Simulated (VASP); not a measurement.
# What spin-orbit coupling changes in Pb2Au

Aim: run bands, DOS and a relaxation of Pb2Au twice, without and with spin-orbit coupling. All runs use PBEsol. Left out of this account: 1 further run (fields: a reference on another mesh). The start is a computed cell from the Materials Project.

Calculated with VASP 6.6.1; PBEsol; plane waves and PAW (Pb_d, Au), in the first sound run; inputs show where later runs differ.

Most raw output is cut from this account.

### Step 1. Starting point

The structure is orthorhombic, space group Ibam (No. 72). Conventional cell: a = 7.421 Å, b = 7.432 Å, c = 5.715 Å, α = 90.00°, β = 90.00°, γ = 90.00°. Pb has 4 Au at 3.14 Å and 3 Pb at 3.35 to 3.43 Å nearest. Au has 2 Au at 2.86 Å and 8 Pb at 3.14 Å nearest. Farther neighbours are not listed.

### Step 2. Bands along the symmetry lines (PBEsol)

The mesh alone shows little of the dispersion and can miss band extrema, so KPOINTS_OPT adds a path through the symmetry points after the self-consistent cycle. PBEsol restores the gradient expansion of exchange and is tuned for the cells of solids.

Input file INCAR:

```
SYSTEM = Pb2Au
PREC = Accurate
ENCUT = 400
EDIFF = 1E-06
NELM = 100
ISMEAR = -1
SIGMA = 0.05
LREAL = .FALSE.
ALGO = Normal
GGA = PS
NBANDS = 58
LASPH = .TRUE.
LORBIT = 11
LWAVE = .FALSE.
LCHARG = .FALSE.
KPAR = 4
```

Input file POSCAR:

```
Pb2Au
1.0
   -3.7106617028      3.7158680482      2.8576328593
    3.7106617028     -3.7158680482      2.8576328593
    3.7106617028      3.7158680482     -2.8576328593
Pb Au
4 2
Direct
    0.1596572200      0.1595574500      0.3192146700
    0.6596572200      0.3404425500      0.0000997700
    0.3403427800      0.6595574500      0.9999002300
    0.8403427800      0.8404425500      0.6807853300
    0.7500000000      0.2500000000      0.5000000000
    0.2500000000      0.7500000000      0.5000000000
```

Input file KPOINTS:

```
Automatic mesh
0
Gamma
6 6 6
0 0 0
```

Input file KPOINTS_OPT:

```
Line mode
16
Line-mode
Reciprocal
  0.00000000   0.00000000   0.00000000 GAMMA
  0.39785374   0.39785374  -0.39785374 X

  0.39785374   0.39785374  -0.39785374 X
  0.39715367   0.39855380  -0.39715367 L

  0.39715367   0.39855380  -0.39715367 L
  0.00000000   0.50000000   0.00000000 T

  0.00000000   0.50000000   0.00000000 T
  0.25000000   0.25000000   0.25000000 W

  0.25000000   0.25000000   0.25000000 W
  0.50000000   0.00000000   0.00000000 R

  0.50000000   0.00000000   0.00000000 R
  0.60214626  -0.39785374   0.39785374 X1

  0.60214626  -0.39785374   0.39785374 X1
  0.50000000  -0.50000000   0.50000000 Z

  0.50000000  -0.50000000   0.50000000 Z
  0.00000000   0.00000000   0.00000000 GAMMA

  0.00000000   0.00000000   0.00000000 GAMMA
 -0.49929994   0.49929994   0.49929994 Y

 -0.49929994   0.49929994   0.49929994 Y
  0.00000000   0.00000000   0.50000000 S

  0.00000000   0.00000000   0.50000000 S
  0.25000000   0.25000000   0.25000000 W

 -0.39715367   0.60144620   0.39715367 L1
 -0.49929994   0.49929994   0.49929994 Y

  0.49929994  -0.49929994   0.50070006 Y1
  0.50000000  -0.50000000   0.50000000 Z
```

Potentials, in the order of the species: Pb_d and Au (PBE family, release 64).

Command:

```bash
> mpirun -np 4 vasp_std
```

The job ended after 6.6 min (4 MPI ranks of AMD EPYC 7R43, shared host; peak memory 1.9 GiB).

The k-mesh is coarse for a metal. Within 0.02 Å the cell has space group I4/mcm; at a tight tolerance a small distortion makes it Ibam. Spin-orbit coupling is off here; with elements this heavy it splits and shifts levels by tenths of an eV or more. The PAW data sets were made with PBE, which is usual practice but a small mismatch for other functionals. At this level the cell is under a tension of 2.4 GPa, so at these settings it is away from equilibrium.

Numbers from this step:

```
SCF cycles              : 12
electrons               : 78
bands                   : 58
irreducible k-points    : 46
symmetry operations     : 8
free energy (TOTEN)     : -24.32 eV
energy at zero smearing : -24.32 eV
Fermi energy            : 7.382 eV
pressure                : -2.405 GPa
metallic                : yes
```

The electronic bands at the labelled points (eV, zero at the Fermi level; # counts the bands kept):

| point | #15 | #16 | #17 | #18 | #19 | #20 | #21 | #22 |
| --- | --- | --- | --- | --- | --- | --- | --- | --- |
| Γ | -2.97 | -1.53 | -1.52 | -1.47 | -1.47 | -1.31 | -1.01 | 0.10 |
| 0.47 of the way | -3.69 | -2.59 | -2.19 | -2.19 | -1.77 | 1.78 | 1.79 | 1.81 |
| X | -3.41 | -1.56 | -1.29 | 0.01 | 0.02 | 0.06 | 2.81 | 3.53 |
| 0.47 of the way | -3.41 | -1.56 | -1.29 | 0.01 | 0.02 | 0.06 | 2.81 | 3.53 |
| L | -3.41 | -1.56 | -1.29 | 0.01 | 0.02 | 0.06 | 2.81 | 3.53 |
| 0.53 of the way | -3.50 | -2.61 | -2.00 | -0.90 | -0.07 | 0.97 | 1.53 | 2.65 |
| T | -3.33 | -3.33 | -1.29 | -1.29 | 0.31 | 0.31 | 1.68 | 1.68 |
| 0.53 of the way | -2.88 | -2.88 | -1.36 | -1.36 | 0.07 | 0.07 | 1.96 | 1.96 |
| W | -2.42 | -2.42 | -1.63 | -1.63 | 0.34 | 0.34 | 1.12 | 1.12 |
| 0.47 of the way | -2.88 | -2.88 | -1.36 | -1.36 | 0.06 | 0.06 | 1.96 | 1.96 |
| R | -3.33 | -3.33 | -1.30 | -1.30 | 0.31 | 0.31 | 1.68 | 1.68 |
| 0.47 of the way | -3.50 | -2.60 | -2.00 | -0.90 | -0.07 | 0.96 | 1.52 | 2.65 |
| X1 | -3.41 | -1.56 | -1.29 | 0.01 | 0.02 | 0.06 | 2.81 | 3.53 |
| 0.47 of the way | -3.31 | -1.51 | -1.04 | 0.64 | 0.74 | 0.75 | 2.19 | 2.97 |
| Z | -3.27 | -1.49 | -0.90 | 1.09 | 1.34 | 1.35 | 1.89 | 2.29 |
| 0.47 of the way | -3.25 | -1.74 | -1.40 | -1.13 | -0.27 | 0.78 | 1.23 | 1.43 |
| Γ | -2.97 | -1.53 | -1.52 | -1.47 | -1.47 | -1.31 | -1.01 | 0.10 |
| 0.53 of the way | -3.25 | -1.74 | -1.40 | -1.13 | -0.28 | 0.77 | 1.23 | 1.44 |
| Y | -3.27 | -1.49 | -0.90 | 1.09 | 1.34 | 1.35 | 1.89 | 2.29 |
| 0.47 of the way | -3.25 | -1.75 | -1.40 | 0.14 | 0.17 | 0.60 | 1.56 | 2.69 |
| S | -2.69 | -2.36 | -1.89 | -1.80 | -0.87 | -0.50 | 1.38 | 2.78 |
| 0.47 of the way | -2.64 | -2.37 | -1.94 | -1.20 | -0.55 | 0.32 | 1.00 | 1.75 |
| W | -2.42 | -2.42 | -1.63 | -1.63 | 0.34 | 0.34 | 1.12 | 1.12 |
| jump to L1 | -3.41 | -1.56 | -1.29 | 0.01 | 0.02 | 0.06 | 2.81 | 3.53 |
| 0.47 of the way | -3.31 | -1.51 | -1.04 | 0.64 | 0.74 | 0.75 | 2.19 | 2.97 |
| Y | -3.27 | -1.49 | -0.90 | 1.09 | 1.34 | 1.35 | 1.89 | 2.29 |

Of the projections kept (Pb, Au), the largest for each band there; the rest of the weight can lie on other orbitals:

```
point      #15      #16      #17      #18      #19      #20      #21      #22
    Γ  Au 0.61  Pb 0.85  Pb 0.85  Pb 0.58  Pb 0.58  Pb 0.52  Pb 0.58  Pb 0.74
    X  Au 0.99  Au 0.75  Pb 0.73  Pb 0.73  Pb 0.73  Pb 0.53  Pb 0.88  Pb 0.94
    L  Au 0.99  Au 0.75  Pb 0.73  Pb 0.73  Pb 0.72  Pb 0.54  Pb 0.88  Pb 0.94
    T  Au 0.83  Au 0.83  Pb 0.53  Pb 0.53  Pb 0.81  Pb 0.81  Pb 0.69  Pb 0.69
    W  Au 0.64  Au 0.64  Pb 0.87  Pb 0.87  Pb 0.51  Pb 0.51  Pb 0.54  Pb 0.54
    R  Au 0.83  Au 0.83  Pb 0.53  Pb 0.53  Pb 0.81  Pb 0.81  Pb 0.69  Pb 0.69
```

There is no gap at this level.

### Step 3. Bands along the symmetry lines (PBEsol + SOC)

This step: PBEsol, spin-orbit coupling; plane waves and PAW (Pb_d, Au) (VASP 6.6.1).

Levels along the symmetry lines show where the bands peak and cross; KPOINTS_OPT computes them in the converged potential. Spin-orbit coupling needs spinors and the noncollinear program, where each band holds one electron.

Edit INCAR of step 2 so:

```diff
@@ -10,4 +10,9 @@
 GGA = PS
-NBANDS = 58
+LNONCOLLINEAR = .TRUE.
+MAGMOM = 0 0 0 0 0 0 0 0 0 0 0 0 0 0 0 0 0 0
+NBANDS = 96
+GGA_COMPAT = .FALSE.
 LASPH = .TRUE.
+LSORBIT = .TRUE.
+LMAXMIX = 4
 LORBIT = 11
```

POSCAR is that of step 2.

KPOINTS is that of step 2.

KPOINTS_OPT is that of step 2.

Command:

```bash
> mpirun -np 4 vasp_ncl
```

Elapsed: 26 min, on 4 MPI ranks; peak memory 5.3 GiB; 1.5 h of CPU time.

At this level the cell is under a tension of 2.6 GPa, so at these settings it is away from equilibrium.

Numbers from this step:

```
SCF cycles              : 13
bands                   : 96
free energy (TOTEN)     : -26.82 eV
energy at zero smearing : -26.81 eV
Fermi energy            : 7.280 eV
pressure                : -2.606 GPa
```

On-site spin-orbit energy by atom:

```
atom  on-site spin-orbit energy (eV)
 Pb1                           -1.03
 Pb2                           -1.03
 Pb3                           -1.03
 Pb4                           -1.03
 Au5                           -0.54
 Au6                           -0.54
```

The electronic bands at the labelled points (eV, zero at the Fermi level; # counts the bands kept):

```csv
point,#35,#36,#37,#38,#39,#40,#41,#42
Γ,-1.46,-1.46,-1.43,-1.43,-1.27,-1.27,-0.72,-0.72
0.47 of the way,-2.00,-2.00,-1.60,-1.60,1.18,1.18,1.88,1.88
X,-0.14,-0.14,-0.01,-0.01,0.17,0.17,2.86,2.86
0.47 of the way,-0.14,-0.14,-0.01,-0.01,0.17,0.17,2.86,2.86
L,-0.14,-0.14,-0.01,-0.01,0.17,0.17,2.86,2.86
0.53 of the way,-0.88,-0.88,-0.10,-0.10,0.76,0.76,1.64,1.64
T,-1.23,-1.23,0.22,0.22,0.22,0.22,1.66,1.66
0.53 of the way,-1.30,-1.30,-0.02,-0.02,0.16,0.16,1.49,1.49
W,-1.64,-1.64,0.32,0.32,0.32,0.32,1.15,1.15
0.47 of the way,-1.31,-1.31,-0.03,-0.03,0.15,0.15,1.49,1.49
R,-1.24,-1.24,0.22,0.22,0.22,0.22,1.66,1.66
0.47 of the way,-0.88,-0.88,-0.10,-0.10,0.75,0.75,1.63,1.63
X1,-0.14,-0.14,-0.01,-0.01,0.17,0.17,2.86,2.86
0.47 of the way,0.46,0.46,0.56,0.56,0.89,0.89,2.35,2.35
Z,0.83,0.83,0.98,0.98,1.62,1.62,2.09,2.09
0.47 of the way,-1.11,-1.11,-0.18,-0.18,0.80,0.80,1.14,1.14
Γ,-1.46,-1.46,-1.43,-1.43,-1.27,-1.27,-0.72,-0.72
0.53 of the way,-1.11,-1.11,-0.19,-0.19,0.80,0.80,1.14,1.14
Y,0.83,0.83,0.98,0.98,1.62,1.62,2.09,2.09
0.47 of the way,-0.05,-0.05,0.25,0.25,0.66,0.66,1.57,1.57
S,-1.83,-1.83,-0.79,-0.79,-0.32,-0.32,1.37,1.37
0.47 of the way,-1.26,-1.26,-0.55,-0.55,0.37,0.37,1.06,1.06
W,-1.64,-1.64,0.32,0.32,0.32,0.32,1.15,1.15
jump to L1,-0.14,-0.14,-0.01,-0.01,0.17,0.17,2.86,2.86
0.47 of the way,0.46,0.46,0.56,0.56,0.89,0.89,2.35,2.35
Y,0.83,0.83,0.98,0.98,1.62,1.62,2.09,2.09
```

Of the projections kept (Pb, Au), the largest for each band there; the rest of the weight can lie on other orbitals:

```
point      #35      #36      #37      #38      #39      #40      #41      #42
    Γ  Pb 0.51  Pb 0.51  Pb 0.57  Pb 0.57  Pb 0.50  Pb 0.50  Pb 0.63  Pb 0.63
    X  Pb 0.70  Pb 0.70  Pb 0.62  Pb 0.62  Pb 0.61  Pb 0.61  Pb 0.87  Pb 0.87
    L  Pb 0.70  Pb 0.70  Pb 0.62  Pb 0.62  Pb 0.62  Pb 0.62  Pb 0.87  Pb 0.87
    T  Pb 0.50  Pb 0.50  Pb 0.80  Pb 0.80  Pb 0.80  Pb 0.80  Pb 0.69  Pb 0.69
    W  Pb 0.82  Pb 0.82  Au 0.51  Au 0.51  Au 0.51  Au 0.51  Pb 0.55  Pb 0.55
    R  Au 0.51  Au 0.51  Pb 0.80  Pb 0.80  Pb 0.80  Pb 0.79  Pb 0.68  Pb 0.68
```

There is no gap at this level. Without the coupling there was no gap either. The run took 4.0 times the core time, with 96 spinor bands against 58.

### Step 4. Total and projected DOS (PBEsol)

This step: PBEsol; plane waves and PAW (Pb_d, Au) (VASP 6.6.1).

Here the states are counted by energy and projected on the atoms.

Input file INCAR:

```
SYSTEM = Pb2Au
PREC = Accurate
ENCUT = 400
EDIFF = 1E-06
NELM = 100
ISMEAR = -5
SIGMA = 0.05
LREAL = .FALSE.
ALGO = Normal
GGA = PS
NBANDS = 58
LASPH = .TRUE.
LORBIT = 11
LWAVE = .FALSE.
LCHARG = .FALSE.
KPAR = 4
NEDOS = 2001
```

POSCAR is that of step 3.

KPOINTS is that of step 3.

Command:

```bash
> mpirun -np 4 vasp_std
```

Wall time 96 s (4 MPI ranks); peak memory 1.4 GiB; 5.3 min of CPU time.

At this level the cell is under a tension of 2.3 GPa, so at these settings it is away from equilibrium. With tetrahedra the forces and stress of a metal are not exact derivatives of the energy.

Numbers from this step:

```
SCF cycles             : 12
bands                  : 58
free energy (TOTEN)    : -24.28 eV
Fermi energy           : 7.375 eV
pressure               : -2.309 GPa
DOS at the Fermi level : 2.130 states/eV/cell
```

The density of states has structure finer than the step of the table below, so its rows give means over 1 eV, whole bins alone (the curve runs from -12.0 to 4.90 eV). Peaks (eV: height): total -4.6: 14.1, -4.4: 17.6, -4.2: 14.5, -3.8: 13.5; Au d -4.6: 9.65, -4.4: 13.3, -4.2: 11.4, -3.8: 10.7; Pb p -1.8: 1.63, 3.1: 1.48, 3.9: 2.30, 4.3: 2.01; Pb s -9.1: 1.83, -8.5: 2.17, -8.0: 2.76, -3.8: 0.505; Au s -4.9: 0.390, -4.6: 0.386, -3.0: 0.443, 3.6: 0.337.

States under -12.0 eV and over 4.9 eV are left out. Density of states against energy, zero at the Fermi level; means over each step; values in states/eV/cell:

```
energy (eV)  total     Au d     Pb p    Pb s    Au s     Au p
        -11  0.503   5.0e-4  0.00421   0.250  0.0286  0.00240
        -10   1.39  0.00847   0.0221   0.725  0.0468   0.0138
         -9   2.27   0.0641   0.0411    1.26  0.0562   0.0242
         -8   3.44    0.230   0.0389    2.05  0.0408   0.0284
         -7  0.425   0.0475  0.00445   0.241  0.0117  0.00368
         -6   1.24    0.665   0.0425  0.0400   0.174   0.0135
         -5   6.90     4.50    0.426  0.0893   0.231   0.0556
         -4   10.6     8.23    0.306   0.239   0.148   0.0674
         -3   4.16     2.51    0.266   0.236   0.254   0.0521
         -2   2.93    0.630    0.646   0.151   0.110    0.115
         -1   2.90    0.335    0.753   0.202   0.101    0.126
          0   2.38    0.226    0.649   0.137  0.0722    0.146
          1   2.56    0.208    0.732   0.137   0.101    0.119
          2   3.09    0.218    0.895   0.108   0.197    0.125
          3   3.60    0.241     1.21  0.0559   0.203    0.117
          4   4.74    0.224     1.84  0.0412   0.259    0.121
```

Of the states within 0.3 eV of the Fermi level, the largest shares in the PAW spheres are Pb p 27 %, Au d 10 % and Au p 6 %. The rest lies in smaller channels or between the spheres.

### Step 5. Total and projected DOS (PBEsol + SOC)

This step: PBEsol, spin-orbit coupling; plane waves and PAW (Pb_d, Au) (VASP 6.6.1).

Edit INCAR of step 4 so:

```diff
@@ -10,4 +10,9 @@
 GGA = PS
-NBANDS = 58
+LNONCOLLINEAR = .TRUE.
+MAGMOM = 0 0 0 0 0 0 0 0 0 0 0 0 0 0 0 0 0 0
+NBANDS = 96
+GGA_COMPAT = .FALSE.
 LASPH = .TRUE.
+LSORBIT = .TRUE.
+LMAXMIX = 4
 LORBIT = 11
```

POSCAR is that of step 4.

KPOINTS is that of step 4.

Command:

```bash
> mpirun -np 4 vasp_ncl
```

Wall time 6.4 min (4 MPI ranks); peak memory 3.7 GiB.

At this level the cell is under a tension of 2.5 GPa, so at these settings it is away from equilibrium.

This step gave:

```
SCF cycles             : 15
bands                  : 96
free energy (TOTEN)    : -26.79 eV
Fermi energy           : 7.282 eV
pressure               : -2.490 GPa
DOS at the Fermi level : 2.206 states/eV/cell
```

On-site spin-orbit energy by atom:

```
atom  on-site spin-orbit energy (eV)
 Pb1                           -1.05
 Pb2                           -1.05
 Pb3                           -1.05
 Pb4                           -1.05
 Au5                           -0.54
 Au6                           -0.54
```

The density of states has structure finer than the step of the table below, so its rows give means over 0.5 eV, whole bins alone (the curve runs from -12.0 to 2.35 eV). Peaks (eV: height): total -5.35: 11.5, -4.95: 11.9, -4.00: 10.0, -3.46: 22.7; Au d -5.35: 8.93, -4.95: 9.01, -4.00: 6.55, -3.46: 18.1; Pb p -1.77: 1.59, -0.96: 1.03, 0.39: 1.02, 2.08: 1.49; Pb s -8.93: 1.75, -8.39: 2.18, -7.92: 2.82, -3.46: 0.619; Au s -6.17: 0.306, -4.54: 0.463, -2.79: 0.388, 2.08: 0.328.

States under -12.0 eV and over 2.3 eV are left out. The density of states by energy, zero at the Fermi level; means over each step; values in states/eV/cell:

```
energy (eV)   total     Au d     Pb p    Pb s     Au s     Au p
      -11.5  2.9e-4        0        0  1.4e-4   2.0e-5        0
      -11.0   0.375   5.5e-5  0.00210   0.183   0.0244  0.00110
      -10.5   0.905  0.00170   0.0100   0.452   0.0472  0.00598
      -10.0    1.44  0.00701   0.0222   0.743   0.0527   0.0144
       -9.5    1.37   0.0149   0.0260   0.719   0.0420   0.0152
       -9.0    2.38   0.0560   0.0479    1.29   0.0741   0.0274
       -8.5    2.82    0.137   0.0458    1.60   0.0451   0.0283
       -8.0    3.90    0.286   0.0475    2.28   0.0482   0.0329
       -7.5    2.58    0.261   0.0219    1.52   0.0252   0.0212
       -7.0   0.253   0.0284  0.00154   0.150  0.00272  0.00241
       -6.5   0.433    0.204   0.0173  0.0161   0.0770  0.00313
       -6.0    1.99     1.29   0.0428  0.0484    0.203   0.0171
       -5.5    6.67     5.05    0.226  0.0729    0.132   0.0421
       -5.0    7.51     5.57    0.264   0.233    0.162   0.0358
       -4.5    5.92     3.29    0.521   0.145    0.301   0.0553
       -4.0    6.94     4.45    0.450   0.175    0.212    0.102
       -3.5    8.94     7.01    0.249   0.198    0.123   0.0523
       -3.0    5.12     3.35    0.289   0.248    0.220   0.0545
       -2.5    3.18     1.34    0.389   0.202    0.205   0.0844
       -2.0    2.72    0.679    0.575   0.127   0.0946    0.112
       -1.5    3.40    0.776    0.775   0.200    0.112    0.115
       -1.0    3.50    0.513    0.882   0.267    0.126    0.142
       -0.5    2.51    0.286    0.638   0.166    0.103    0.155
        0.0    2.30    0.251    0.624   0.132   0.0769    0.135
        0.5    2.97    0.277    0.865   0.165   0.0955    0.166
        1.0    2.22    0.198    0.646   0.114   0.0898    0.103
        1.5    2.42    0.193    0.698   0.101    0.135    0.103
        2.0    3.54    0.243     1.02   0.123    0.249    0.144
```

The DOS at the Fermi level goes from 2.13 to 2.21 states/eV/cell, a number that is sensitive to the mesh. The run took 4.0 times the core time, with 96 spinor bands against 58. Of the states within 0.3 eV of the Fermi level, the largest shares in the PAW spheres are Pb p 27 %, Au d 11 % and Au p 6 %. The rest lies in smaller channels or between the spheres.

(Continued in part 2 of 2.)

[Lines on the potential files, build, host, timing and source positions are cut from VASP's logs without a mark.]

[Logs are printed without paths, hosts, clocks, repeated set-up lines and the standing remarks that a program may print on its own settings, such as how far it seeks lower states.]

[Hosts, paths, dates, database ids (printed as entryN), source tags and the programs' standing remarks are cut or masked in the printed files.]

[A measured line is paired with the nearest computed mode of its activity, which favours agreement.]
